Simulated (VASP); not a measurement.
Consider the following.

```xyz
6
Lattice="4.5131 0.0000 0.0000 -2.2566 3.9085 0.0000 0.0000 0.0000 7.8680" Properties=species:S:1:pos:R:3 pbc="T T T"
Pr     2.2566     3.9085     3.9340
Pr     2.2566     3.9085     0.0000
Cu     0.0000     2.6057     1.9670
Cu     2.2566     1.3028     5.9010
Sn     0.0000     2.6057     5.9010
Sn     2.2566     1.3028     1.9670
```

The numbers are results of PBEsol GGA, VASP's PBE PAW potentials (set 64) (plane waves; VASP), not measurements. Run with 400 eV cut-off, Gaussian smearing of 0.050 eV, potentials Pr_3 Cu Sn_d.

The 4f electrons are frozen in the core of the lanthanide potential, so 4f levels, which can set the real gap, and their magnetism are missing.  Unless said otherwise, spin-orbit coupling is left out, though it shifts the bands of the heavy elements here.

**Question.** Predict the band gap (along the path) with the smallest direct gap where there is one.

**Answer.** 
The band gap (along the path) is none (metal, semimetal or under 0.01 eV).

The structure comes from a computed database's PrCuSn entry (P6_3/mmc); how it stands against other phases isn't given here. It was relaxed first.
